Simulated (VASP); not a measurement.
Level of theory: LDA (Ceperley-Alder, Perdew-Zunger), VASP's LDA PAW potentials (set 64) (plane waves; VASP 6.6.1).

VASP input:

### KPOINTS
```
Automatic mesh
0
Gamma
2 2 2
0.5 0.5 0.5
```

POSCAR:
```
NbP
1
   -1.6894970000     1.6894970000     5.7900490000
    1.6894970000    -1.6894970000     5.7900490000
    1.6894970000     1.6894970000    -5.7900490000
Nb P
2 2
Direct
  0.7498800000   0.7498800000   0.0000000000
  0.4998800000   0.9998800000   0.5000000000
  0.3327500000   0.3327500000   0.0000000000
  0.0827500000   0.5827500000   0.5000000000
```

INCAR:
```
! general
SYSTEM =NbP
PREC   =Accurate
ENCUT  =150
LREAL  =.FALSE.
LASPH  =.TRUE.

! electronic loop
EDIFF  =1E-04
NELM   =100
ALGO   =Normal
LMAXMIX=4

! smearing
ISMEAR =-1
SIGMA  =0.136

! ions
ISIF   =2

! output
LWAVE  =.FALSE.
LCHARG =.FALSE.
```

POTCAR, in this order: Nb_sv P (LDA.64 set). Program: vasp_std.

What will the output report for the number of irreducible k-points (NKPTS), largest plane-wave count, number of space-group operations, FFT grid (NGX, NGY, NGZ)?

```yaml
number of irreducible k-points (NKPTS): 3
largest_plane_wave_count: 280
number_of_space_group_operations: 8
FFT grid (NGX, NGY, NGZ): 28 × 28 × 28
```

The structure comes from a computed database's NbP entry; how it stands against other phases isn't given here. The cell was not relaxed at this level. The k-mesh is coarse (spacing up to 1.31 per Å, 2π included), so the numbers may not be converged in it. The run is one of a series of settings (EDIFF = 1E-04, ENCUT = 150, KPOINTS 2×2×2 Γ-centred mesh shifted by (0.5, 0.5, 0.5) against the base run), some of them coarse on purpose.
